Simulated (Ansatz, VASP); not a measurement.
**Cross-check of Os (Osmium) between VASP and Ansatz**

Aim: how closely do two programs agree when they are given the same cell, functional and k mesh? The cell is taken from a series of runs on this material, whose earlier steps may have relaxed, scaled, displaced or heated it; both programs get it as it stands.

Program: Ansatz 0.2.0. Level of theory: plane waves, with VASP 6.6.1 beside it; zone-centre phonons at LDA. Results are calculated unless marked as measured.

### 1. Starting point

The structure is hexagonal, space group P6_3/mmc (No. 194). Conventional cell: a = 2.677 Å, b = 2.677 Å, c = 4.238 Å, α = 90.00°, β = 90.00°, γ = 120.00°. Os has 12 Os at 2.62 to 2.68 Å nearest.

### 2. Ansatz: zone-centre phonons, LDA

Ansatz runs on its PAW soft_1 files.

Second derivatives magnify differences that forces hide, and they need a tight electronic threshold.

Contents of input.yaml:

```yaml
crystal:
  lattice:
    - [2.6768600823, 0.0, 0.0]
    - [-1.3384300411, 2.3182288337, 0.0]
    - [0.0, 0.0, 4.2382485949]
  atoms:
    - { symbol: Os, position: [0.3333333333, 0.6666666667, 0.25] }
    - { symbol: Os, position: [0.6666666667, 0.3333333333, 0.75] }
kpoints:
  mp_grid: { grid: [18, 18, 12] }
hamiltonian:
  xc: lda
  pseudopotentials: { kind: paw, azcp: { folder: soft_1 }, xc_functional: pbe }
scf:
  occupations: { method: methfessel_paxton, width: 0.2 }
output:
  eigenvalues: true
phonons:
  method: dfpt
```

Started as:

```sh
$ ansatz run input.yaml --threads 4 --pin off --max-ram 10240MiB --backend cpu --events-out ev --progress --plain --runs-dir out
```

Numbers of over 12 decimals in the logs are rounded to 6 here.

The program printed:

```text
zone centre: on kpoints.mp_grid the ground state, and the responses unless they are solved on pairs of k-points, stand on 637 of the mesh's 3888 k-points, reduced under 4 symmetry operations, with k and −k counted as one. Each operation leaves every solved displacement unchanged or reverses it
Engine: ansatz 0.2.0, aarch64-unknown-linux-gnu
Pseudopotentials: kind: paw
Pseudopotential: Os, paw, valence charge 16, recommended cutoff 420 eV (normal), soft_1/Os.paw.azcp
Functional definition: SPW92
  exchange = slater_x
  correlation = pw_c
Crystal: 2 atoms, lattice volume = 26.301 Å³
Basis set: ecut = 420 eV, 537 PW (Γ), exchange–correlation on 36×36×60 points (8 copies of the dense FFT grid, shifted against one another)
Bands: 20, of which v1, the nominal top of the filled ones, is band 16 counted from 1 (15 counted from 0)
Symmetry: 24 space group operations
k-points: 637 of 3888 (irreducible under 4 space group operations, time reversal used)
Non-local potential: Os, projectors of the file, l = 0: 3, l = 1: 2, l = 2: 2, l = 3: 1
PAW form: soft (Blöchl's): semilocal exchange-correlation on the pseudo side does not see the compensation charge
PAW frozen core: Os, regenerated for the run's functional, and the local potential with it (the file was generated under x = pbe(κ = 0.804, μ = 0.219515), c = pbe(β = 0.066725))
PAW one-centre angular grid: Os, 590 points (default); XC on 64 Gauss nodes
Initial density: superposition of atomic densities (chi_scale 0.1, normalization cell)
Initial wavefunctions: pseudopotential atomic-orbital guess
Functional: x = slater, c = lda
SCF iter   1: F=—  HF=-22239.313063 eV  |F-HF|=—  |Δ(HF+E_count)|=         —  Δρ=6.12e-2  dr2=7.68e-1  ethr=3.10e-3  ⟨swp⟩=5.0  Hψ=116439  notcnv=0  defer=31
automatic band count: the SCF goes on with 24 bands, as 20 were too few: they end inside the smearing window of the response
preconditioner: auto → none  [metal: Δε(μ)=0.012 eV  Ē_g=12.831 eV  σ=0.200 eV  W_gap=0.05  n_scr=8 (ndim 8)  ℏωp=29.0 eV  f_vac=0.000  D(μ)=1.14/eV (n_scr^D=8)  sad-step TF]
SCF iter   2: F=—  HF=-22239.100976 eV  |F-HF|=—  |Δ(HF+E_count)|=   2.12e-1  S|Δr|=    0.00e0  Δρ=3.57e-2  dr2=2.54e-1  ethr=2.40e-3  ⟨swp⟩=2.0  Hψ=22736  notcnv=0  defer=285
SCF iter   3: F=—  HF=-22239.004597 eV  |F-HF|=—  |Δ(HF+E_count)|=   9.64e-2  S|Δr|=    0.00e0  Δρ=1.63e-3  dr2=3.60e-4  ethr=7.94e-4  ⟨swp⟩=2.0  Hψ=21559  notcnv=0  defer=285
SCF iter   4: F=—  HF=-22239.004344 eV  |F-HF|=—  |Δ(HF+E_count)|=   2.53e-4  S|Δr|=    0.00e0  Δρ=2.09e-4  dr2=5.34e-6  ethr=1.13e-6  ⟨swp⟩=2.2  Hψ=21733  notcnv=0  defer=439
SCF iter   5: F=—  HF=-22239.004341 eV  |F-HF|=—  |Δ(HF+E_count)|=   3.16e-6  S|Δr|=    0.00e0  Δρ=4.34e-5  dr2=2.65e-7  ethr=1.67e-8  ⟨swp⟩=2.4  Hψ=22080  notcnv=0  defer=439
SCF iter   6: F=—  HF=-22239.004348 eV  |F-HF|=—  |Δ(HF+E_count)|=   7.07e-6  S|Δr|=    0.00e0  Δρ=6.44e-6  dr2=5.38e-9  ethr=8.28e-10  ⟨swp⟩=2.6  Hψ=22951  notcnv=0  defer=545
SCF iter   7: F=—  HF=-22239.004348 eV  |F-HF|=—  |Δ(HF+E_count)|=  8.62e-10  S|Δr|=    0.00e0  Δρ=1.28e-6  dr2=7.73e-11  ethr=1.68e-11  ⟨swp⟩=2.4  Hψ=22581  notcnv=0  defer=547
SCF iter   8: F=-22239.004348 eV  HF=-22239.004348 eV  |F-HF|=0.00e0  |Δ(HF+E_count)|=  6.91e-11  S|Δr|=    0.00e0  Δρ=1.01e-7  dr2=1.29e-12  ethr=1.00e-12  ⟨swp⟩=9.8  Hψ=69890  notcnv=0
SCF 1 converged in 8 iterations: F = -22239.004348 eV  dr2 = 1.29e-12
  greatest PAW one-centre occupation: 1.000 electrons in one spin orbital (limit 2), on the Os atom at site 1 (counted from 0), in its partial waves of l = 0
DFPT response loops at Γ: preconditioner auto → Kerker (q_TF=auto, 2.819 Å⁻¹) (partly filled bands, converged f_vac=0.000); β = 1.00, the filter's whole step (`scf.mixing.beta` (0.50) is not read by the response loops under this deck's `scf.mixing.preconditioner`; to damp them name `kerker` or `kerker_dos`, under which they read `scf.mixing.beta`, and type it under 1.00, their step now; both keys bind the ground state too); Broyden in place of MSR1
SCF converged after 8 iterations
Stability not checked: this state was not tested for a lower state beside it, because cold or Methfessel-Paxton smearing, or corrected tetrahedra, fill the levels in a way that the test cannot read (fill_not_monotonic; see scf.lower_state_search)
Free energy (F): -22239.004348 eV
Harris-Foulkes:  -22239.004348 eV  (|F-HF|=0.00e0)
Internal energy: -22239.004580 eV  (E = F + TS)
E sigma→0 (E₀):  -22239.004406 eV
Entropy (-TS):   0.000232 eV (0.116 meV/atom)
Fermi energy:    27.616503 eV
--- Per-component energies (eV) ---
  E_band       = -84.853259
  E_kinetic    = 992.656170
  E_local      = -1715.659037  (includes V_loc(G=0)·N_el)
  E_nonlocal   = 406.554623
  E_hartree    = 620.026584
  E_xc         = -468.310897
  E_vxc        = -496.419771  (∫ρ·V_xc dr)
  E_paw        = -17565.040464  (= ΣΔE_a)
  E_vpaw       = -512.039333  (= ΣTr[D̂ρ^β])
  E_aug_tail   = 0.000877  (compensation charges beyond the density's cutoff)
  E_ewald      = -4509.958080
  E_core_change = 0.725646  (= ΣΔE_core)
  E_smearing   = 0.000232  (= −TS)
  E_closure    = -0.000000  (closes the sum)
  Σ components = -22239.004348   (vs F -22239.004348, Δ=0.00e0)
--- Band table (eV; the first three rows and the last of 637) ---
  k-point 0: bands = [... 12 lower, 24.5139, 25.1835, 25.1835, 25.9281, 25.9281, 27.7302, 29.4714, 29.4714, ... 4 higher]
  k-point 1: bands = [... 12 lower, 24.4586, 25.1199, 25.1199, 26.0751, 26.0751, 27.4202, 29.4885, 29.4885, ... 4 higher]
  k-point 2: bands = [... 12 lower, 24.3040, 24.9484, 24.9484, 26.4522, 26.4522, 26.6413, 29.5129, 29.5129, ... 4 higher]
  k-point 636: bands = [... 12 lower, 23.9547, 23.9547, 25.8098, 25.8098, 30.1425, 30.1425, 32.9360, 32.9360, ... 4 higher]
--- Phonons (Γ-DFPT): 2 representative perturbations + reference, on 637 of 3888 k-points (Σ response iterations 4) ---
  k mesh reduced under 4 symmetry operations, with k and −k counted as one. Each operation leaves every solved displacement unchanged or reverses it
  ASR residual: 7.070e-5 → 0.000e0 eV/Å²; symmetrization residual: 8.914e-10 eV/Å²
  ASR residual per site (eV/Å²): 7.07e-5 7.07e-5
  Γ frequencies (cm⁻¹): 0.00 0.00 0.00 178.18 178.18 253.32
  non-analytic LO–TO correction: not included (Born effective charges unavailable; polar crystals: no LO–TO splitting at Γ)
```

### 3. VASP: zone-centre phonons, LDA

The same cell, functional (in two slightly different forms), mesh and smearing now go to VASP, with its own data sets.

Lines of VASP's logs that name or quote its potential files are left out, and so is its time.

Contents of INCAR:

```
SYSTEM = Os
PREC = Accurate
ENCUT = 600
EDIFF = 1E-08
NELM = 120
ISMEAR = 1
SIGMA = 0.2
LREAL = .FALSE.
ALGO = Normal
GGA = CA
NBANDS = 14
LASPH = .TRUE.
LORBIT = 11
LWAVE = .FALSE.
LCHARG = .FALSE.
ISIF = 2
IBRION = 8
GGA_COMPAT = .FALSE.
KPAR = 2
```

Contents of POSCAR:

```
Os
1.0
    2.6768600823      0.0000000000      0.0000000000
   -1.3384300411      2.3182288337      0.0000000000
    0.0000000000      0.0000000000      4.2382485949
Os
2
Direct
    0.3333333333      0.6666666667      0.2500000000
    0.6666666667      0.3333333333      0.7500000000
```

Contents of KPOINTS:

```
Automatic mesh
0
Gamma
18 18 12
0 0 0
```

Potentials, in the order of the species: Os (LDA family, release 64).

Started as:

```sh
$ mpirun -np 2 vasp_std
```

The program printed:

```text
[banner, memory and clock lines left out]
running    2 mpi-ranks, on    1 nodes
 distrk:  each k-point on    1 cores,    2 groups
 distr:  one band on    1 cores,    1 groups

 POSCAR found type information on POSCAR Os
 POSCAR found :  1 types and       2 ions
 LDA part: xc-table for (Slater(with rela. corr.)+CA(PZ))
 , standard interpolation
 POSCAR, INCAR and KPOINTS ok, starting setup
 FFT: planning ... GRIDC
 FFT: planning ... GRID_SOFT
 FFT: planning ... GRID
 WAVECAR not read
 entering main loop
       N       E                     dE             d eps       ncg     rms          rms(c)
DAV:   1     0.114457875224E+03    0.11446E+03   -0.83097E+03  7252   0.124E+03
DAV:   2    -0.208515693587E+02   -0.13531E+03   -0.11969E+03  7488   0.366E+02
DAV:   3    -0.267053292035E+02   -0.58538E+01   -0.55983E+01  9388   0.675E+01
DAV:   4    -0.267610852240E+02   -0.55756E-01   -0.55563E-01  7978   0.665E+00
DAV:   5    -0.267613662078E+02   -0.28098E-03   -0.28094E-03  9400   0.436E-01    0.371E+01
DAV:   6    -0.255962872761E+02    0.11651E+01   -0.97948E-01  8962   0.888E+00    0.172E+01
DAV:   7    -0.252439885901E+02    0.35230E+00   -0.67853E-01  9088   0.720E+00    0.966E-01
DAV:   8    -0.252352136584E+02    0.87749E-02   -0.78106E-03  7438   0.714E-01    0.342E-01
DAV:   9    -0.252336368625E+02    0.15768E-02   -0.15730E-03  8944   0.404E-01    0.505E-02
DAV:  10    -0.252336400258E+02   -0.31633E-05   -0.22055E-05  8812   0.360E-02    0.120E-02
DAV:  11    -0.252336340009E+02    0.60249E-05   -0.18473E-06  8524   0.171E-02    0.111E-03
DAV:  12    -0.252336339187E+02    0.82138E-07   -0.47186E-08  9046   0.245E-03    0.188E-04
DAV:  13    -0.252336339178E+02    0.97452E-09   -0.13276E-09  5276   0.374E-04
   1 F= -.25233634E+02 E0= -.25233698E+02  d E =0.193308E-03
 Linear response reoptimize wavefunctions to high precision
DAV:   1    -0.252336339175E+02    0.21578E-09   -0.17717E-10  5438   0.124E-04
DAV:   2    -0.252336339176E+02   -0.12278E-10   -0.11905E-11  4226   0.419E-05
 Linear response DOF=           2
 Linear response progress:
  Degree of freedom:   1/  2
       N       E                     dE             d eps       ncg     rms          rms(c)
RMM:   1    -0.196644659455E+00   -0.19664E+00   -0.11156E-01 54308   0.259E+00
RMM:   2    -0.192792064152E+00    0.38526E-02   -0.18416E-03 44836   0.535E-01    0.157E-01
RMM:   3    -0.191610466942E+00    0.11816E-02   -0.51230E-04 50277   0.156E-01    0.880E-02
RMM:   4    -0.190984028531E+00    0.62644E-03   -0.76014E-04 50884   0.185E-01    0.119E-02
RMM:   5    -0.191050371901E+00   -0.66343E-04   -0.13608E-05 52022   0.274E-02    0.401E-03
RMM:   6    -0.191032978416E+00    0.17393E-04   -0.14039E-06 52035   0.812E-03    0.120E-03
RMM:   7    -0.191029819811E+00    0.31586E-05   -0.14559E-08 53325   0.151E-03    0.791E-04
RMM:   8    -0.191026427703E+00    0.33921E-05   -0.22846E-08 52479   0.931E-04    0.941E-05
RMM:   9    -0.191026222901E+00    0.20480E-06    0.87177E-09 53834   0.171E-04    0.218E-05
RMM:  10    -0.191026076947E+00    0.14595E-06    0.62343E-09 52909   0.292E-05    0.407E-06
RMM:  11    -0.191026065581E+00    0.11366E-07    0.10027E-09 53586   0.137E-05    0.114E-06
RMM:  12    -0.191026069925E+00   -0.43445E-08    0.22725E-09 44487   0.102E-05    0.314E-07
 first order change of Fermi-energy  -0.13901E-04
 force on displaced ion       1 direction 1 : -11.030   0.001   0.000
 Linear response progress:
  Degree of freedom:   2/  2
       N       E                     dE             d eps       ncg     rms          rms(c)
RMM:   1    -0.253800654819E+00   -0.25380E+00   -0.13880E-01 19457   0.273E+00
RMM:   2    -0.245081875614E+00    0.87188E-02   -0.56265E-03 15009   0.747E-01    0.191E-01
RMM:   3    -0.244504228989E+00    0.57765E-03   -0.65880E-04 17766   0.153E-01    0.107E-01
RMM:   4    -0.244629491215E+00   -0.12526E-03   -0.33731E-04 17884   0.145E-01    0.131E-02
RMM:   5    -0.244700071474E+00   -0.70580E-04    0.34768E-05 18403   0.189E-02    0.605E-03
RMM:   6    -0.244711863312E+00   -0.11792E-04    0.55168E-06 18089   0.392E-03    0.419E-03
RMM:   7    -0.244726473344E+00   -0.14610E-04    0.34209E-06 18297   0.398E-03    0.434E-04
RMM:   8    -0.244724815060E+00    0.16583E-05   -0.18040E-07 18449   0.569E-04    0.152E-04
RMM:   9    -0.244723536600E+00    0.12785E-05    0.10840E-07 18535   0.172E-04    0.273E-05
RMM:  10    -0.244723560370E+00   -0.23770E-07    0.89741E-08 17439   0.614E-05    0.355E-06
RMM:  11    -0.244723583425E+00   -0.23055E-07    0.89607E-10 18769   0.233E-05    0.277E-06
RMM:  12    -0.244723579212E+00    0.42130E-08   -0.83917E-09 17849   0.160E-05    0.221E-07
 first order change of Fermi-energy   0.95713E-04
 force on displaced ion       1 direction 3 :   0.000  -0.000 -22.291
 Linear response finished
```

Parts of OUTCAR (step 3):

```text
ion  position               nearest neighbor table
   1  0.333  0.667  0.250-   2 2.62   2 2.62   2 2.62   2 2.62   2 2.62   2 2.62
   2  0.667  0.333  0.750-   1 2.62   1 2.62   1 2.62   1 2.62   1 2.62   1 2.62

  LATTYP: Found a hexagonal cell.
 ALAT       =     2.6768600823
 C/A-ratio  =     1.5832910442

 Subroutine GETGRP returns: Found 24 space group operations
 (whereof 12 operations were pure point group operations)

The static configuration has the point symmetry D_3d.
 The point group associated with its full space group is D_6h.

 Found    259 irreducible k-points:

   k-points           NKPTS =    259   k-points in BZ     NKDIM =    259   number of bands    NBANDS=     14

   dimension x,y,z NGX =    24 NGY =   24 NGZ =   36
   dimension x,y,z NGXF=    48 NGYF=   48 NGZF=   72

   ENCUT  =  600.0 eV  44.10 Ry    6.64 a.u.   5.35  5.35  8.46*2*pi/ulx,y,z

   NELECT =      16.0000    total number of electrons

 k-points in reciprocal lattice and weights: Automatic mesh
   0.00000000  0.00000000  0.00000000       0.000
   0.05555556  0.00000000  0.00000000       0.002
   0.11111111  0.00000000  0.00000000       0.002
   0.16666667  0.00000000  0.00000000       0.002
   0.22222222 -0.00000000  0.00000000       0.002
   0.27777778  0.00000000  0.00000000       0.002
   0.33333333 -0.00000000  0.00000000       0.002
   0.38888889 -0.00000000  0.00000000       0.002
   0.44444444 -0.00000000  0.00000000       0.002
[...]
0.33333333  0.27777778  0.50000000       0.003
   0.33333333  0.33333333  0.50000000       0.001

 average (electrostatic) potential at core
       1 -42.5829       2 -42.5829

  Total        3.6056562      3.6056562      3.5807651      0.0000000     -0.0000000      0.0000000
  in kB      219.6476183    219.6476183    218.1313139      0.0000000     -0.0000000      0.0000000
  external PRESSURE =     219.1421835 kB  Pullay stress =       0.0000000 kB

  energy-cutoff  :      600.00
  volume of cell :       26.30
      direct lattice vectors                 reciprocal lattice vectors
     2.676860082  0.000000000  0.000000000     0.373572009  0.215681900  0.000000000
    -1.338430041  2.318228834  0.000000000     0.000000000  0.431363800  0.000000000
     0.000000000  0.000000000  4.238248595     0.000000000  0.000000000  0.235946518

 POSITION                                       TOTAL-FORCE (eV/Angst)
 -----------------------------------------------------------------------------------
     -0.00000      1.54549      1.05956         0.000000      0.000000      0.000000
      1.33843      0.77274      3.17869        -0.000000     -0.000000      0.000000
 -----------------------------------------------------------------------------------
    total drift:                                0.000000     -0.000000     -0.000000

 Eigenvectors and eigenvalues of the dynamical matrix
 ----------------------------------------------------

   1 f  =    7.568814 THz    47.556259 2PiTHz  252.468449 cm-1    31.302084 meV
             X         Y         Z           dx          dy          dz
     -0.000000  1.545486  1.059562     0.000000    0.000000   -0.707107
      1.338430  0.772743  3.178686     0.000000    0.000000    0.707107

   2 f  =    5.324038 THz    33.451919 2PiTHz  177.590798 cm-1    22.018443 meV
             X         Y         Z           dx          dy          dz
     -0.000000  1.545486  1.059562    -0.265140   -0.655516    0.000000
      1.338430  0.772743  3.178686     0.265140    0.655516    0.000000

   3 f  =    5.324038 THz    33.451919 2PiTHz  177.590798 cm-1    22.018443 meV
             X         Y         Z           dx          dy          dz
     -0.000000  1.545486  1.059562     0.655516   -0.265140    0.000000
      1.338430  0.772743  3.178686    -0.655516    0.265140    0.000000

   4 f  =    0.000000 THz     0.000000 2PiTHz    0.000001 cm-1     0.000000 meV
             X         Y         Z           dx          dy          dz
     -0.000000  1.545486  1.059562    -0.700652   -0.095323    0.000000
      1.338430  0.772743  3.178686    -0.700652   -0.095323    0.000000

   5 f  =    0.000000 THz     0.000000 2PiTHz    0.000000 cm-1     0.000000 meV
             X         Y         Z           dx          dy          dz
     -0.000000  1.545486  1.059562     0.000000    0.000000    0.707107
      1.338430  0.772743  3.178686     0.000000    0.000000    0.707107

   6 f/i=    0.000000 THz     0.000000 2PiTHz    0.000002 cm-1     0.000000 meV
             X         Y         Z           dx          dy          dz
     -0.000000  1.545486  1.059562    -0.095323    0.700652    0.000000
      1.338430  0.772743  3.178686    -0.095323    0.700652    0.000000

 ELASTIC MODULI CONTR FROM IONIC RELAXATION (kBar)
 Direction    XX          YY          ZZ          XY          YZ          ZX
 --------------------------------------------------------------------------------
 XX         -66.8431     66.8431     -0.0000     -0.0000     -0.0000     -0.0000
 YY          66.8431    -66.8431      0.0000     -0.0000      0.0000      0.0000
 ZZ          -0.0000      0.0000     -0.0000      0.0000      0.0000      0.0000
 XY          -0.0000     -0.0000      0.0000    -66.8431      0.0000      0.0000
 YZ          -0.0000      0.0000      0.0000      0.0000     -0.0000     -0.0000
 ZX          -0.0000      0.0000      0.0000      0.0000     -0.0000     -0.0000
 --------------------------------------------------------------------------------
```

### 4. Side by side

Known differences besides the potentials themselves: the two LDA forms differ slightly; the data sets hold 32 valence electrons in Ansatz (on its PAW soft_1 files) and 16 in VASP; the cutoff is 420 eV in Ansatz and 600 eV in VASP; VASP's log shows a relativistic correction to its local exchange, Ansatz's none. Total energies have different zeros and are not compared.

The two programs side by side:

```csv
quantity,Ansatz,VASP,difference
optical mode 1 to 2 (cm⁻¹),178.2,177.6,+0.33 %
optical mode 3 (cm⁻¹),253.3,252.5,+0.34 %
```

Modes are paired by rising frequency, not by their patterns, so a pair may set unlike modes beside each other; they are those without the splitting of longitudinal modes.

### 5. Summary of results

- r.m.s. difference of the optical zone-centre modes, each program's sorted by frequency (zone-centre phonons, LDA): 0.69 cm⁻¹

**Reading.** The r.m.s. difference of the optical zone-centre modes, each program's sorted by frequency is 0.69 cm⁻¹ (zone-centre phonons, LDA). The data sets hold unlike numbers of valence electrons (32 in Ansatz and 16 in VASP), so part of the differences comes from the potentials. How closely two codes agree says nothing of how well the functional describes the real material.

[Lines on the potential files, build, host, timing and source positions are cut from VASP's logs without a mark.]

[Logs are printed without paths, hosts, clocks, repeated set-up lines and the standing remarks that a program may print on its own settings, such as how far it seeks lower states.]

[Hosts, paths, dates, database ids (printed as entryN), source tags and the programs' standing remarks are cut or masked in the printed files.]
